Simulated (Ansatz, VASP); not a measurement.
# SiPbS3 in two plane-wave programs, part 2 of 3

Aim: how closely do two programs agree when they are given the same cell, functional and k mesh? The cell is generated by rule, not measured, and may not be a known phase. The cell is taken from a series of runs on this material, whose earlier steps may have relaxed, scaled, displaced or heated it; both programs get it as it stands.

VASP 6.6.1 and Ansatz 0.2.0.

So far: The structure; Ansatz: zone-centre phonons, PBEsol.

## (3) VASP: zone-centre phonons, PBEsol

Level of this step: PBEsol; plane waves and PAW (Pb_d, Si, S); invented cell (VASP).

The same cell, functional, mesh and smearing now go to VASP, with its own data sets.

Lines of VASP's logs that name or quote its potential files are left out, and so is its time.

The input, INCAR:

```
SYSTEM = SiPbS3
PREC = Accurate
ENCUT = 500
EDIFF = 1E-08
NELM = 120
ISMEAR = 1
SIGMA = 0.2
LREAL = .FALSE.
ALGO = Normal
GGA = PS
NBANDS = 24
LORBIT = 11
LWAVE = .FALSE.
LCHARG = .FALSE.
ISIF = 2
IBRION = 8
LASPH = .TRUE.
GGA_COMPAT = .FALSE.
KPAR = 2
```

The input, POSCAR:

```
SiPbS3
1.0
    4.5798392005      0.0000000000      0.0000000000
    0.0000000000      4.5798392005      0.0000000000
    0.0000000000      0.0000000000      4.5798392005
Pb Si S
1 1 3
Direct
    0.0000000000      0.0000000000      0.0000000000
    0.5000000000      0.5000000000      0.5000000000
    0.5000000000      0.5000000000      0.0000000000
    0.5000000000      0.0000000000      0.5000000000
    0.0000000000      0.5000000000      0.5000000000
```

The input, KPOINTS:

```
Automatic mesh
0
Gamma
8 8 8
0 0 0
```

The projector-augmented-wave data sets are Pb_d, Si and S (PBE family, release 64).

Launch:

```
$ mpirun -np 2 vasp_std
```

What it wrote:

```text
[banner, memory and clock lines left out]
running    2 mpi-ranks, on    1 nodes
 distrk:  each k-point on    1 cores,    2 groups
 distr:  one band on    1 cores,    1 groups

 POSCAR found type information on POSCAR PbSiS
 POSCAR found :  3 types and       5 ions
|                                                                             |
|               ----> ADVICE to this user running VASP <----                  |
|                                                                             |
|     You enforced a specific xc type in the INCAR file but a different       |
|     [... a line on the potential file left out ...]
|     I HOPE YOU KNOW WHAT YOU ARE DOING!                                     |
|                                                                             |

 LDA part: xc-table for (Slater+PW92), standard interpolation
 POSCAR, INCAR and KPOINTS ok, starting setup
 FFT: planning ... GRIDC
 FFT: planning ... GRID_SOFT
 FFT: planning ... GRID
 WAVECAR not read
 entering main loop
       N       E                     dE             d eps       ncg     rms          rms(c)
DAV:   1     0.292627852036E+03    0.29263E+03   -0.15878E+04  1680   0.142E+03
DAV:   2     0.659933343132E+01   -0.28603E+03   -0.27529E+03  1824   0.358E+02
DAV:   3    -0.238533240119E+02   -0.30453E+02   -0.29341E+02  2232   0.114E+02
DAV:   4    -0.250076735815E+02   -0.11543E+01   -0.11489E+01  2024   0.242E+01
DAV:   5    -0.250578547971E+02   -0.50181E-01   -0.50172E-01  2520   0.496E+00    0.121E+01
DAV:   6    -0.241723576941E+02    0.88550E+00   -0.15146E+00  2472   0.120E+01    0.862E+00
DAV:   7    -0.241145041142E+02    0.57854E-01   -0.45664E-01  2288   0.422E+00    0.271E+00
DAV:   8    -0.241092619345E+02    0.52422E-02   -0.96107E-02  1976   0.242E+00    0.655E-01
DAV:   9    -0.241066222249E+02    0.26397E-02   -0.17660E-02  2280   0.941E-01    0.265E-01
DAV:  10    -0.241059245048E+02    0.69772E-03   -0.20019E-03  2120   0.371E-01    0.864E-02
DAV:  11    -0.241059500065E+02   -0.25502E-04   -0.35492E-04  2112   0.119E-01    0.307E-02
DAV:  12    -0.241059470063E+02    0.30002E-05   -0.57499E-05  2304   0.570E-02    0.926E-03
DAV:  13    -0.241059450955E+02    0.19108E-05   -0.90430E-06  2352   0.274E-02    0.469E-03
DAV:  14    -0.241059451058E+02   -0.10361E-07   -0.54763E-07  2112   0.478E-03    0.211E-03
DAV:  15    -0.241059451598E+02   -0.53936E-07   -0.18734E-07  2272   0.285E-03    0.860E-04
DAV:  16    -0.241059451465E+02    0.13239E-07   -0.14250E-08  1344   0.720E-04    0.231E-04
DAV:  17    -0.241059451486E+02   -0.20227E-08   -0.23393E-09  1144   0.513E-04
   1 F= -.24105945E+02 E0= -.24103412E+02  d E =-.760044E-02
 Linear response reoptimize wavefunctions to high precision
DAV:   1    -0.241059451536E+02   -0.50018E-08   -0.90377E-10  1152   0.218E-04
DAV:   2    -0.241059451536E+02   -0.49113E-10   -0.18379E-10  1088   0.137E-04
 Linear response DOF=           4
 Linear response progress:
  Degree of freedom:   1/  4
       N       E                     dE             d eps       ncg     rms          rms(c)
RMM:   1    -0.336316872247E+00   -0.33632E+00   -0.22824E-01  5276   0.412E+00
RMM:   2    -0.338630594161E+00   -0.23137E-02   -0.79794E-03  5400   0.622E-01    0.558E-02
RMM:   3    -0.338300782239E+00    0.32981E-03   -0.66900E-04  6105   0.169E-01    0.314E-02
RMM:   4    -0.337821512837E+00    0.47927E-03   -0.78997E-05  6042   0.590E-02    0.544E-03
RMM:   5    -0.337800078071E+00    0.21435E-04   -0.10304E-05  6073   0.209E-02    0.333E-03
RMM:   6    -0.337799924464E+00    0.15361E-06   -0.25496E-06  6177   0.926E-03    0.981E-04
RMM:   7    -0.337801163666E+00   -0.12392E-05   -0.78743E-07  6277   0.431E-03    0.687E-04
RMM:   8    -0.337811179174E+00   -0.10016E-04   -0.23701E-07  6330   0.195E-03    0.132E-04
RMM:   9    -0.337812360250E+00   -0.11811E-05   -0.12567E-07  6489   0.102E-03    0.607E-05
RMM:  10    -0.337812897344E+00   -0.53709E-06   -0.48421E-08  6398   0.518E-04    0.102E-05
RMM:  11    -0.337812766115E+00    0.13123E-06   -0.32760E-08  6657   0.287E-04    0.598E-06
RMM:  12    -0.337812761867E+00    0.42481E-08   -0.16097E-08  6744   0.184E-04    0.237E-06
 first order change of Fermi-energy   0.13888E-03
 force on displaced ion       1 direction 1 :   1.586  -0.000   0.000
 Linear response progress:
  Degree of freedom:   2/  4
       N       E                     dE             d eps       ncg     rms          rms(c)
RMM:   1    -0.238766143833E-01   -0.23877E-01    0.40093E-02  7850   0.798E-01
RMM:   2    -0.219932846441E-01    0.18833E-02   -0.25066E-03  6317   0.293E-01    0.243E-01
RMM:   3    -0.219095953886E-01    0.83689E-04   -0.66160E-04  5969   0.137E-01    0.124E-01
RMM:   4    -0.220211731113E-01   -0.11158E-03   -0.39503E-04  6301   0.789E-02    0.264E-02
RMM:   5    -0.219430185185E-01    0.78155E-04   -0.66941E-05  6193   0.367E-02    0.632E-03
RMM:   6    -0.219705813597E-01   -0.27563E-04   -0.78989E-06  6040   0.152E-02    0.162E-03
RMM:   7    -0.219716187305E-01   -0.10374E-05   -0.18407E-06  6811   0.699E-03    0.125E-03
RMM:   8    -0.219681376298E-01    0.34811E-05   -0.23815E-07  6192   0.261E-03    0.633E-04
RMM:   9    -0.219674278976E-01    0.70973E-06   -0.58399E-08  6640   0.121E-03    0.422E-04
RMM:  10    -0.219681401359E-01   -0.71224E-06   -0.31335E-08  6308   0.549E-04    0.421E-05
RMM:  11    -0.219682006625E-01   -0.60527E-07   -0.51062E-09  6827   0.230E-04    0.373E-05
RMM:  12    -0.219681757499E-01    0.24913E-07   -0.50324E-09  6674   0.110E-04    0.486E-06
RMM:  13    -0.219681681895E-01    0.75603E-08   -0.11672E-08  6634   0.620E-05    0.151E-06
 first order change of Fermi-energy   0.13609E-03
 force on displaced ion       2 direction 1 :  -1.202  -0.000   0.000
 Linear response progress:
  Degree of freedom:   3/  4
       N       E                     dE             d eps       ncg     rms          rms(c)
RMM:   1    -0.116044761857E+00   -0.11604E+00   -0.25176E-02 12707   0.149E+00
RMM:   2    -0.111880984694E+00    0.41638E-02   -0.57356E-03 10209   0.441E-01    0.700E-02
RMM:   3    -0.112365074114E+00   -0.48409E-03   -0.65484E-04 10504   0.172E-01    0.392E-02
RMM:   4    -0.112769517058E+00   -0.40444E-03   -0.15207E-04 10032   0.753E-02    0.208E-02
RMM:   5    -0.112818362135E+00   -0.48845E-04   -0.19397E-05 11086   0.291E-02    0.107E-02
RMM:   6    -0.112829223359E+00   -0.10861E-04   -0.29401E-06 10594   0.114E-02    0.272E-03
RMM:   7    -0.112841954639E+00   -0.12731E-04   -0.53160E-07 10516   0.419E-03    0.741E-04
RMM:   8    -0.112837599035E+00    0.43556E-05   -0.63276E-08 10835   0.157E-03    0.380E-04
RMM:   9    -0.112837879142E+00   -0.28011E-06   -0.20056E-08 11254   0.654E-04    0.470E-05
RMM:  10    -0.112837911433E+00   -0.32291E-07    0.32496E-08 11349   0.295E-04    0.521E-05
RMM:  11    -0.112837829703E+00    0.81730E-07   -0.13757E-08 11698   0.161E-04    0.159E-05
RMM:  12    -0.112837843227E+00   -0.13524E-07   -0.11632E-07 11571   0.107E-04    0.249E-06
RMM:  13    -0.112837854927E+00   -0.11700E-07   -0.29350E-08 11088   0.878E-05    0.163E-06
RMM:  14    -0.112837846953E+00    0.79742E-08   -0.77523E-08  9177   0.798E-05    0.403E-07
 first order change of Fermi-energy  -0.12038E-03
 force on displaced ion       3 direction 1 :   1.131   0.000   0.000
 Linear response progress:
  Degree of freedom:   4/  4
       N       E                     dE             d eps       ncg     rms          rms(c)
RMM:   1    -0.123277626719E+00   -0.12328E+00   -0.10484E-03  7527   0.160E+00
RMM:   2    -0.114744617485E+00    0.85330E-02   -0.84424E-03  6132   0.558E-01    0.310E-01
RMM:   3    -0.115068169021E+00   -0.32355E-03   -0.20495E-03  6229   0.272E-01    0.120E-01
RMM:   4    -0.115595532387E+00   -0.52736E-03   -0.67670E-04  6307   0.120E-01    0.245E-02
RMM:   5    -0.115563779283E+00    0.31753E-04   -0.60030E-05  6446   0.464E-02    0.822E-03
RMM:   6    -0.115579628916E+00   -0.15850E-04   -0.92624E-06  6603   0.166E-02    0.466E-03
RMM:   7    -0.115618669447E+00   -0.39041E-04   -0.27866E-06  6237   0.790E-03    0.246E-03
RMM:   8    -0.115612018069E+00    0.66514E-05   -0.29444E-07  5951   0.313E-03    0.927E-04
RMM:   9    -0.115611841748E+00    0.17632E-06   -0.91497E-08  6741   0.149E-03    0.364E-04
RMM:  10    -0.115613013780E+00   -0.11720E-05   -0.78243E-08  6504   0.604E-04    0.326E-05
RMM:  11    -0.115613045146E+00   -0.31366E-07   -0.11059E-07  6862   0.295E-04    0.168E-05
RMM:  12    -0.115612930447E+00    0.11470E-06   -0.69765E-08  6520   0.164E-04    0.792E-06
RMM:  13    -0.115612917053E+00    0.13394E-07   -0.44756E-08  7036   0.119E-04    0.261E-06
RMM:  14    -0.115612911643E+00    0.54101E-08    0.13278E-09  6021   0.101E-04    0.104E-06
 first order change of Fermi-energy  -0.35194E-03
 force on displaced ion       3 direction 3 :   0.000   0.000  -8.238
 Linear response finished
```

[end of part 2 of 3]

[Lines on the potential files, build, host, timing and source positions are cut from VASP's logs without a mark.]

[Logs are printed without paths, hosts, clocks, repeated set-up lines and the standing remarks that a program may print on its own settings, such as how far it seeks lower states.]

[Hosts, paths, dates, database ids (printed as entryN), source tags and the programs' standing remarks are cut or masked in the printed files.]
